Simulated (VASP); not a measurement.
# Re2C: structure and properties in VASP, part 3 of 5

What structure does Re2C take at this level, and what are its properties? The start is a computed cell from the Materials Project.

VASP 6.6.1; r2SCAN; plane waves and PAW (Re, C).

So far. Step 2 (Full relaxation (r2SCAN)): It ends with forces under 0.001 eV/Å and a pressure of 0.04 GPa. Step 3 (Density, ELF and potential (r2SCAN)): In this run the pressure is 0.05 GPa, small enough to go on.

## 4. Bands along the symmetry lines (r2SCAN)

The mesh alone shows little of the dispersion and can miss band extrema, so KPOINTS_OPT adds a path through the symmetry points after the self-consistent cycle.

Contents of INCAR:

```
SYSTEM = Re2C
PREC = Accurate
ENCUT = 520
EDIFF = 1E-06
NELM = 100
ISMEAR = 0
SIGMA = 0.05
LREAL = .FALSE.
ALGO = Normal
METAGGA = R2SCAN
LASPH = .TRUE.
NBANDS = 34
LORBIT = 11
LWAVE = .FALSE.
LCHARG = .FALSE.
KPAR = 4
```

Contents of POSCAR:

```
Re2C
1.0
    2.8504926418      0.0000000000      0.0000000000
   -1.4252463209      2.4685990411      0.0000000000
    0.0000000000      0.0000000000      9.8592584849
Re C
4 2
Direct
    0.3333333300      0.6666666700      0.6079885392
    0.6666666700      0.3333333300      0.1079885392
    0.6666666700      0.3333333300      0.3920114608
    0.3333333300      0.6666666700      0.8920114608
    0.3333333300      0.6666666700      0.2500000000
    0.6666666700      0.3333333300      0.7500000000
```

Contents of KPOINTS:

```
Automatic mesh
0
Gamma
9 9 3
0 0 0
```

Contents of KPOINTS_OPT:

```
Line mode
16
Line-mode
Reciprocal
  0.00000000   0.00000000   0.00000000 GAMMA
  0.50000000   0.00000000   0.00000000 M

  0.50000000   0.00000000   0.00000000 M
  0.33333333   0.33333333   0.00000000 K

  0.33333333   0.33333333   0.00000000 K
  0.00000000   0.00000000   0.00000000 GAMMA

  0.00000000   0.00000000   0.00000000 GAMMA
  0.00000000   0.00000000   0.50000000 A

  0.00000000   0.00000000   0.50000000 A
  0.50000000   0.00000000   0.50000000 L

  0.50000000   0.00000000   0.50000000 L
  0.33333333   0.33333333   0.50000000 H

  0.33333333   0.33333333   0.50000000 H
  0.00000000   0.00000000   0.50000000 A

  0.50000000   0.00000000   0.50000000 L
  0.50000000   0.00000000   0.00000000 M

  0.33333333   0.33333333   0.00000000 K
  0.33333333   0.33333333   0.50000000 H
```

The projector-augmented-wave data sets are Re and C (PBE family, release 64).

Command:

```console
$ mpirun -np 4 vasp_std
```

The log of the run:

```text
[banner, memory and clock lines left out]
running    4 mpi-ranks, on    1 nodes
 distrk:  each k-point on    1 cores,    4 groups
 distr:  one band on    1 cores,    1 groups

 POSCAR found type information on POSCAR ReC
 POSCAR found :  2 types and       6 ions
 [... a notice as in an earlier step ...]

 LDA part: xc-table for (None), standard interpolation
 POSCAR, INCAR and KPOINTS ok, starting setup
 FFT: planning ... GRIDC
 FFT: planning ... GRID_SOFT
 FFT: planning ... GRID
 WAVECAR not read
 entering main loop
       N       E                     dE             d eps       ncg     rms          rms(c)
DAV:   1     0.663717515268E+02    0.66372E+02   -0.16338E+04  3104   0.137E+03
DAV:   2    -0.209018244465E+03   -0.27539E+03   -0.24039E+03  3176   0.534E+02
DAV:   3    -0.236446889018E+03   -0.27429E+02   -0.24792E+02  3056   0.265E+02
DAV:   4    -0.237635475566E+03   -0.11886E+01   -0.11450E+01  2712   0.466E+01
DAV:   5    -0.237702806978E+03   -0.67331E-01   -0.66691E-01  2768   0.796E+00    0.676E+01
DAV:   6    -0.230287276458E+03    0.74155E+01   -0.76210E+00  3152   0.510E+01    0.235E+01
DAV:   7    -0.230080396819E+03    0.20688E+00   -0.39016E+00  2680   0.144E+01    0.111E+01
DAV:   8    -0.230017786687E+03    0.62610E-01   -0.29536E-01  2752   0.895E+00    0.657E-01
DAV:   9    -0.230009618483E+03    0.81682E-02   -0.55971E-02  2704   0.227E+00    0.862E-01
DAV:  10    -0.230009726478E+03   -0.10799E-03   -0.59356E-03  2736   0.108E+00    0.332E-01
DAV:  11    -0.230009887099E+03   -0.16062E-03   -0.42674E-04  2824   0.228E-01    0.716E-02
DAV:  12    -0.230009882811E+03    0.42884E-05   -0.14006E-04  2696   0.968E-02    0.307E-02
DAV:  13    -0.230009885164E+03   -0.23529E-05   -0.58679E-06  2096   0.400E-02    0.172E-02
DAV:  14    -0.230009881317E+03    0.38471E-05   -0.11969E-06  1424   0.209E-02    0.176E-02
DAV:  15    -0.230009881876E+03   -0.55925E-06   -0.78976E-07  1288   0.202E-02
   1 F= -.23000988E+03 E0= -.23000688E+03  d E =-.600922E-02
 Start KPOINTS_OPT (optional k-point list driver)
k-point batch [1-24\144]
       N       E                     dE             ncg
DAV:   1     0.101985073075E+05   -0.13268E+05     3090
DAV:   2     0.365317681886E+04   -0.65453E+04     3160
DAV:   3     0.304468165473E+04   -0.60850E+03     3022
DAV:   4     0.301711901856E+04   -0.27563E+02     2706
DAV:   5     0.301564408506E+04   -0.14749E+01     2744
DAV:   6     0.301552779585E+04   -0.11629E+00     2720
DAV:   7     0.301551678953E+04   -0.11006E-01     2720
DAV:   8     0.301551573439E+04   -0.10551E-02     2752
DAV:   9     0.301551560462E+04   -0.12977E-03     2680
DAV:  10     0.301551559402E+04   -0.10598E-04     1880
DAV:  11     0.301551559264E+04   -0.13759E-05     1568
DAV:  12     0.301551559189E+04   -0.75545E-06     1496
[...]
k-point batch [121-144\144]
       N       E                     dE             ncg
DAV:   1     0.995864195893E+04   -0.29251E+05     3158
DAV:   2     0.367218958181E+04   -0.62865E+04     3168
DAV:   3     0.310242775344E+04   -0.56976E+03     3032
DAV:   4     0.307784433231E+04   -0.24583E+02     2740
DAV:   5     0.307635978963E+04   -0.14845E+01     2752
DAV:   6     0.307622637197E+04   -0.13342E+00     2736
DAV:   7     0.307621153420E+04   -0.14838E-01     2768
DAV:   8     0.307620998911E+04   -0.15451E-02     2728
DAV:   9     0.307620979886E+04   -0.19024E-03     2688
DAV:  10     0.307620977277E+04   -0.26097E-04     2048
DAV:  11     0.307620977080E+04   -0.19652E-05     1624
DAV:  12     0.307620977017E+04   -0.63387E-06     1536
```

Elapsed: 2.5 min, on 4 MPI ranks of Intel Xeon 6975P-C (Granite Rapids), shared host; peak memory 0.99 GiB; 8.9 min of CPU time.

Parts of OUTCAR (step 4):

```text
 Found     24 irreducible k-points:

   k-points           NKPTS =     24   k-points in BZ     NKDIM =     24   number of bands    NBANDS=     34

   NELECT =      36.0000    total number of electrons

 E-fermi :   8.6653

 k-point     1 :       0.0000    0.0000    0.0000
  band No.  band energies     occupation
    ...
     14       6.5488      2.00000
     15       6.5488      2.00000
     16       6.6672      2.00000
     17       6.6672      2.00000
     18       6.7335      2.00000
     19       9.0129      0.00000
     20       9.0644      0.00000
     21       9.0644      0.00000
     22       9.2101      0.00000
     23       9.2101      0.00000
    ...

 k-point     2 :       0.1111   -0.0000    0.0000
  band No.  band energies     occupation
    ...
     15       6.5037      2.00000
     16       6.6170      2.00000
     17       6.6517      2.00000
     18       6.9962      2.00000
     19       7.5436      2.00000
     20       9.0547      0.00000
     21       9.0686      0.00000
     22       9.4567      0.00000
     23      10.2971      0.00000
     24      10.7352      0.00000
    ...

  Total        0.0121876      0.0121876      0.0180664      0.0000000      0.0000000      0.0000000
  in kB        0.2814593      0.2814593      0.4172224      0.0000000      0.0000000      0.0000000
  external PRESSURE =       0.3267136 kB  Pullay stress =       0.0000000 kB

 POSITION                                       TOTAL-FORCE (eV/Angst)
 -----------------------------------------------------------------------------------
     -0.00000      1.64573      5.99432        -0.000000     -0.000000     -0.003223
      1.42525      0.82287      1.06469         0.000000      0.000000     -0.003223
      1.42525      0.82287      3.86494         0.000000      0.000000      0.003223
     -0.00000      1.64573      8.79457         0.000000     -0.000000      0.003223
     -0.00000      1.64573      2.46481        -0.000000      0.000000      0.000000
      1.42525      0.82287      7.39444         0.000000     -0.000000      0.000000
 -----------------------------------------------------------------------------------
    total drift:                               -0.000001      0.000001     -0.000000

  FREE ENERGIE OF THE ION-ELECTRON SYSTEM (eV)
  ---------------------------------------------------
  free  energy   TOTEN  =      -230.0098818759 eV

  energy  without entropy=     -230.0038726580  energy(sigma->0) =     -230.00687727

[... 9 parts as in an earlier step ...]

[... 5 further parts left out ...]
```

Spin-orbit coupling is off here; with elements this heavy it splits and shifts levels by tenths of an eV or more.

This step gave:

* SCF cycles: 15
* bands: 34
* pressure: 0.03267 GPa

Electronic bands along the path, in eV, zero at the Fermi level; # counts the bands kept, so #1 is VASP's band 3:

| point | #13 | #14 | #15 | #16 | #17 | #18 | #19 | #20 |
| --- | --- | --- | --- | --- | --- | --- | --- | --- |
| Γ | -2.12 | -2.00 | -2.00 | -1.93 | 0.35 | 0.40 | 0.40 | 0.54 |
| 0.47 of the way | -2.68 | -2.12 | -1.34 | -1.26 | -0.60 | 0.59 | 0.70 | 1.42 |
| M | -1.54 | -1.08 | -0.22 | 1.84 | 2.10 | 2.83 | 3.12 | 3.34 |
| 0.47 of the way | -1.65 | -1.19 | -0.83 | 1.66 | 1.82 | 2.46 | 2.97 | 3.10 |
| K | -2.16 | -1.38 | -0.89 | 1.31 | 1.81 | 1.81 | 2.27 | 2.86 |
| 0.47 of the way | -2.52 | -2.44 | -1.49 | -0.78 | 0.60 | 1.36 | 1.52 | 2.19 |
| Γ | -2.12 | -2.00 | -2.00 | -1.93 | 0.35 | 0.40 | 0.40 | 0.54 |
| 0.47 of the way | -2.06 | -2.06 | -1.84 | -1.84 | -0.29 | -0.29 | 0.53 | 1.20 |
| A | -2.22 | -2.22 | -1.14 | -1.14 | -1.14 | -1.14 | 1.01 | 1.01 |
| 0.47 of the way | -2.52 | -2.52 | -1.40 | -1.40 | -0.14 | -0.14 | 1.60 | 1.60 |
| L | -0.74 | -0.74 | -0.20 | -0.20 | 2.69 | 2.69 | 3.23 | 3.23 |
| 0.47 of the way | -1.07 | -1.07 | -0.48 | -0.48 | 2.61 | 2.61 | 3.09 | 3.09 |
| H | -1.72 | -1.72 | -0.36 | -0.36 | 1.85 | 1.85 | 2.73 | 2.73 |
| 0.47 of the way | -2.70 | -2.70 | -1.09 | -1.09 | 1.07 | 1.07 | 1.69 | 1.69 |
| A | -2.22 | -2.22 | -1.14 | -1.14 | -1.14 | -1.14 | 1.01 | 1.01 |
| jump to L | -0.74 | -0.74 | -0.20 | -0.20 | 2.69 | 2.69 | 3.23 | 3.23 |
| 0.53 of the way | -1.18 | -1.02 | -0.36 | 1.00 | 2.50 | 2.79 | 3.15 | 3.32 |
| M | -1.54 | -1.08 | -0.22 | 1.84 | 2.10 | 2.83 | 3.12 | 3.34 |
| jump to K | -2.16 | -1.38 | -0.89 | 1.31 | 1.81 | 1.81 | 2.27 | 2.86 |
| 0.47 of the way | -2.05 | -1.45 | -0.79 | 0.54 | 1.83 | 1.83 | 2.80 | 2.80 |
| H | -1.72 | -1.72 | -0.36 | -0.36 | 1.85 | 1.85 | 2.73 | 2.73 |

Of the projections kept (Re, C), the largest for each band there; the rest of the weight can lie on other orbitals:

| point | #13 | #14 | #15 | #16 | #17 | #18 | #19 | #20 |
| --- | --- | --- | --- | --- | --- | --- | --- | --- |
| Γ | Re 0.97 | Re 1.00 | Re 1.00 | Re 0.89 | Re 0.66 | Re 0.94 | Re 0.94 | Re 1.00 |
| M | Re 1.00 | Re 0.84 | Re 0.96 | Re 0.85 | Re 1.00 | Re 1.00 | Re 1.00 | Re 0.97 |
| K | Re 1.00 | Re 1.00 | Re 0.96 | Re 1.00 | Re 0.90 | Re 0.90 | Re 0.77 | Re 1.00 |
| Γ | Re 0.97 | Re 1.00 | Re 1.00 | Re 0.89 | Re 0.66 | Re 0.94 | Re 0.94 | Re 1.00 |
| A | Re 1.00 | Re 1.00 | Re 0.94 | Re 0.94 | Re 0.94 | Re 0.94 | Re 0.66 | Re 0.66 |
| L | Re 0.91 | Re 0.91 | Re 0.92 | Re 0.92 | Re 1.00 | Re 1.00 | Re 1.00 | Re 1.00 |

There is no gap at this level.

## 5. Total and projected DOS (r2SCAN)

A density of states needs more k-points than a total energy; ISMEAR = -5 takes tetrahedra, and LORBIT projects the states on the PAW spheres. The mesh is finer than in the run before.

INCAR: that of step 4 with these lines changed.

```diff
@@ -5,3 +5,3 @@
 NELM = 100
-ISMEAR = 0
+ISMEAR = -5
 SIGMA = 0.05
@@ -16 +16,2 @@
 KPAR = 4
+NEDOS = 2001
```

POSCAR is that of step 4.

Contents of KPOINTS:

```
Automatic mesh
0
Gamma
13 13 4
0 0 0
```

Command:

```console
$ mpirun -np 4 vasp_std
```

The log of the run:

```text
[... set-up lines as in an earlier step ...]
 entering main loop
       N       E                     dE             d eps       ncg     rms          rms(c)
DAV:   1     0.655129142699E+02    0.65513E+02   -0.16006E+04  8234   0.136E+03
DAV:   2    -0.210159397717E+03   -0.27567E+03   -0.24248E+03  8346   0.546E+02
DAV:   3    -0.236559461846E+03   -0.26400E+02   -0.23776E+02  8040   0.259E+02
DAV:   4    -0.237652222290E+03   -0.10928E+01   -0.10505E+01  7092   0.462E+01
DAV:   5    -0.237711310392E+03   -0.59088E-01   -0.58532E-01  7200   0.727E+00    0.676E+01
DAV:   6    -0.230302314953E+03    0.74090E+01   -0.76061E+00  8328   0.512E+01    0.234E+01
DAV:   7    -0.230093079410E+03    0.20924E+00   -0.39194E+00  7000   0.143E+01    0.111E+01
DAV:   8    -0.230030387396E+03    0.62692E-01   -0.28870E-01  7184   0.881E+00    0.670E-01
DAV:   9    -0.230022027955E+03    0.83594E-02   -0.55946E-02  7104   0.224E+00    0.802E-01
DAV:  10    -0.230021857811E+03    0.17014E-03   -0.60997E-03  7150   0.114E+00    0.338E-01
DAV:  11    -0.230022006183E+03   -0.14837E-03   -0.44312E-04  7320   0.232E-01    0.872E-02
DAV:  12    -0.230021974003E+03    0.32179E-04   -0.15340E-04  7224   0.113E-01    0.278E-02
DAV:  13    -0.230021978262E+03   -0.42589E-05   -0.62404E-06  5512   0.447E-02    0.210E-02
DAV:  14    -0.230021976603E+03    0.16597E-05   -0.25834E-06  4072   0.200E-02    0.207E-02
DAV:  15    -0.230021976344E+03    0.25892E-06   -0.68764E-07  3194   0.210E-02
   1 F= -.23002198E+03 E0= -.23002198E+03  d E =0.000000E+00
 -----------------------------------------------------------------------------
|                                                                             |
|           W    W    AA    RRRRR   N    N  II  N    N   GGGG   !!!           |
|           W    W   A  A   R    R  NN   N  II  NN   N  G    G  !!!           |
|           W    W  A    A  R    R  N N  N  II  N N  N  G       !!!           |
|           W WW W  AAAAAA  RRRRR   N  N N  II  N  N N  G  GGG   !            |
|           WW  WW  A    A  R   R   N   NN  II  N   NN  G    G                |
|           W    W  A    A  R    R  N    N  II  N    N   GGGG   !!!           |
|                                                                             |
|     Tetrahedron method does not include variations of the Fermi             |
|     occupations, so forces and stress will be inaccurate. We suggest        |
|     using a different smearing scheme ISMEAR = 1 or 2 for metals in         |
|     relaxations.                                                            |
|                                                                             |
 -----------------------------------------------------------------------------
```

Elapsed: 84 s, on 4 MPI ranks; peak memory 1.1 GiB.

Parts of OUTCAR (step 5):

```text
   k-points           NKPTS =     63   k-points in BZ     NKDIM =     63   number of bands    NBANDS=     34

   NELECT =      36.0000    total number of electrons

 E-fermi :   8.6544

 k-point     1 :       0.0000    0.0000    0.0000
  band No.  band energies     occupation
    ...
     15       6.5477      2.00000
     16       6.6625      2.00000
     17       6.6625      2.00000
     18       6.7358      2.00000
     19       9.0156      1.52348
     20       9.0626      0.08992
     21       9.0626      0.00000
     22       9.2080      0.00000
     23       9.2080      0.00000
     24      10.2243      0.00000
    ...

  Total        0.0277338      0.0277338     -0.0928440      0.0000000     -0.0000000      0.0000000
  in kB        0.6404806      0.6404806     -2.1441240      0.0000000     -0.0000000      0.0000000
  external PRESSURE =      -0.2877209 kB  Pullay stress =       0.0000000 kB

 POSITION                                       TOTAL-FORCE (eV/Angst)
 -----------------------------------------------------------------------------------
     -0.00000      1.64573      5.99432        -0.000000      0.000000     -0.015727
      1.42525      0.82287      1.06469        -0.000000     -0.000000     -0.015727
      1.42525      0.82287      3.86494        -0.000000     -0.000000      0.015727
     -0.00000      1.64573      8.79457        -0.000000      0.000000      0.015727
     -0.00000      1.64573      2.46481         0.000000      0.000000      0.000000
      1.42525      0.82287      7.39444        -0.000000      0.000000      0.000000
 -----------------------------------------------------------------------------------
    total drift:                               -0.000001      0.000001     -0.000000

  FREE ENERGIE OF THE ION-ELECTRON SYSTEM (eV)
  ---------------------------------------------------
  free  energy   TOTEN  =      -230.0219763437 eV

  energy  without entropy=     -230.0219763437  energy(sigma->0) =     -230.02197634

[... 7 parts as in an earlier step ...]

[... 9 further parts left out ...]
```

With tetrahedra the forces and stress of a metal are not exact derivatives of the energy.

Numbers from this step:

| Property | Result |
| --- | --- |
| irreducible k-points | 63 |
| free energy (TOTEN) | -230.0220 eV |
| Fermi energy | 8.654 eV |
| pressure | -0.02877 GPa |
| DOS at the Fermi level | 1.412 states/eV/cell |

The density of states has structure finer than the step of the table below, so its rows give means over 0.5 eV, whole bins alone (the curve runs from -12.0 to 4.30 eV). Peaks (eV: height): total -4.45: 5.72, -3.96: 9.27, -3.13: 6.18, -2.80: 8.03; Re d -3.96: 5.75, -2.80: 5.31, -1.23: 4.15, 2.49: 4.50; Re p -3.54: 0.797, -3.21: 0.762, -2.80: 0.943, -2.64: 0.816; C p -7.68: 0.774, -6.85: 0.791, -6.19: 0.652, -3.96: 1.02; Re s -7.76: 0.879, -6.85: 0.503, -5.86: 0.338, -3.96: 0.300.

States under -12.0 eV and over 4.3 eV are left out. Table of density of states by energy, zero at the Fermi level; means over each step; values in states/eV/cell:

| energy (eV) | total | Re d | Re p | C p | Re s | C s |
| --- | --- | --- | --- | --- | --- | --- |
| -10.5 | 0 | 0 | 0 | 0 | 0 | 0 |
| -10.0 | 0.0389 | 0.00226 | 0.00110 | 0.00373 | 0.0224 | 1.3e-4 |
| -9.5 | 0.179 | 0.0144 | 0.00802 | 0.0180 | 0.0956 | 1.0e-3 |
| -9.0 | 0.441 | 0.0841 | 0.0220 | 0.0530 | 0.178 | 0.00255 |
| -8.5 | 1.38 | 0.407 | 0.0651 | 0.190 | 0.386 | 0.00812 |
| -8.0 | 2.95 | 0.966 | 0.180 | 0.440 | 0.646 | 0.0228 |
| -7.5 | 3.33 | 1.30 | 0.209 | 0.527 | 0.500 | 0.0283 |
| -7.0 | 3.33 | 1.54 | 0.215 | 0.550 | 0.363 | 0.0173 |
| -6.5 | 3.41 | 1.53 | 0.269 | 0.593 | 0.309 | 0.0273 |
| -6.0 | 3.32 | 1.77 | 0.247 | 0.424 | 0.231 | 0.0389 |
| -5.5 | 2.71 | 1.72 | 0.174 | 0.237 | 0.130 | 0.0114 |
| -5.0 | 3.10 | 1.97 | 0.234 | 0.269 | 0.108 | 0.0109 |
| -4.5 | 4.71 | 2.99 | 0.348 | 0.486 | 0.0951 | 0.0118 |
| -4.0 | 6.39 | 3.93 | 0.494 | 0.756 | 0.177 | 0.0134 |
| -3.5 | 4.44 | 2.68 | 0.572 | 0.322 | 0.0817 | 0.0405 |
| -3.0 | 5.78 | 3.73 | 0.686 | 0.390 | 0.119 | 0.0260 |
| -2.5 | 4.60 | 2.99 | 0.574 | 0.273 | 0.115 | 0.0179 |
| -2.0 | 3.35 | 2.39 | 0.322 | 0.119 | 0.0882 | 0.00564 |
| -1.5 | 4.43 | 3.32 | 0.389 | 0.144 | 0.0594 | 0.00431 |
| -1.0 | 3.58 | 2.64 | 0.325 | 0.163 | 0.0281 | 0.00404 |
| -0.5 | 1.91 | 1.46 | 0.124 | 0.0988 | 0.0102 | 0.00158 |
| 0.0 | 1.43 | 1.15 | 0.0520 | 0.0783 | 0.00577 | 0.00120 |
| 0.5 | 1.50 | 1.20 | 0.0518 | 0.0806 | 0.00731 | 0.00170 |
| 1.0 | 2.11 | 1.70 | 0.0659 | 0.114 | 0.0122 | 0.00434 |
| 1.5 | 3.16 | 2.52 | 0.100 | 0.183 | 0.0226 | 0.0110 |
| 2.0 | 4.43 | 3.67 | 0.0990 | 0.203 | 0.0442 | 0.0240 |
| 2.5 | 4.84 | 4.19 | 0.0873 | 0.155 | 0.0375 | 0.0286 |
| 3.0 | 4.53 | 3.86 | 0.106 | 0.146 | 0.0546 | 0.0528 |
| 3.5 | 3.63 | 2.94 | 0.101 | 0.168 | 0.0715 | 0.0650 |
| 4.0 | 2.30 | 1.50 | 0.124 | 0.240 | 0.0616 | 0.0931 |

The finer mesh and the other smearing move the Fermi level by -0.01 eV from the 9×9×3 run, a small shift, which tests the Fermi level alone. Of the states within 0.3 eV of the Fermi level, the largest shares in the PAW spheres are Re d 80 % and C p 5 %. The rest lies in smaller channels or between the spheres.

[end of part 3 of 5]

[Lines on the potential files, build, host, timing and source positions are cut from VASP's logs without a mark.]

[Logs are printed without paths, hosts, clocks, repeated set-up lines and the standing remarks that a program may print on its own settings, such as how far it seeks lower states.]

[Hosts, paths, dates, database ids (printed as entryN), source tags and the programs' standing remarks are cut or masked in the printed files.]

[A measured line is paired with the nearest computed mode of its activity, which favours agreement.]
